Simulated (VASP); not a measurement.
An input for Ansatz (written as the equivalent of a VASP run, and not itself run):

Ansatz 0.2 input:
```yaml
crystal:
  lattice:
    - [0.0000000, 2.4082175, 2.4082175]
    - [2.4082175, 0.0000000, 2.4082175]
    - [2.4082175, 2.4082175, 0.0000000]
  atoms:
    - { symbol: B, position: [0.0000000, 0.0000000, 0.0000000] }
    - { symbol: As, position: [0.2500000, 0.2500000, 0.2500000] }
kpoints:
  mp_grid: { grid: [9, 9, 9] }
hamiltonian:
  xc: pbe
  pseudopotentials: { kind: paw }
scf:
  occupations: { method: gaussian, width: 0.05 }
  max_iter: 100
output: { forces: true, stress: true, eigenvalues: true }
```

Problem. Write the VASP files for the same calculation (PBE).

Solution. Several could match; the one computed here: 
KPOINTS:
```
K-points
0
Gamma
 9 9 9
```

### INCAR
```
SYSTEM = BAs
PREC = Accurate
ENCUT = 520
EDIFF = 1E-6
NELM = 100
ALGO = Normal
LREAL = .FALSE.
LASPH = .TRUE.
ISMEAR = 0
SIGMA = 0.05
GGA = PE
LMAXMIX = 4
LWAVE = .FALSE.
LCHARG = .TRUE.
```

File POSCAR:
```
BAs
1
    0.0000000000     2.4082175096     2.4082175096
    2.4082175096     0.0000000000     2.4082175096
    2.4082175096     2.4082175096     0.0000000000
B As
1 1
Direct
  0.0000000000   0.0000000000   0.0000000000
  0.2500000000   0.2500000000   0.2500000000
```

POTCAR, in this order: B As (PBE.64 set). Program: vasp_std.

What does not carry over: each code has its own PAW files, so the cut-off isn't converted (ENCUT is set for VASP's; basis.ecutwfc is left out, and Ansatz then takes the one that its files recommend); Ansatz stops its SCF on the density residual and VASP on the energy change (EDIFF).

The compound is BAs in the zinc blende structure. It was relaxed first.
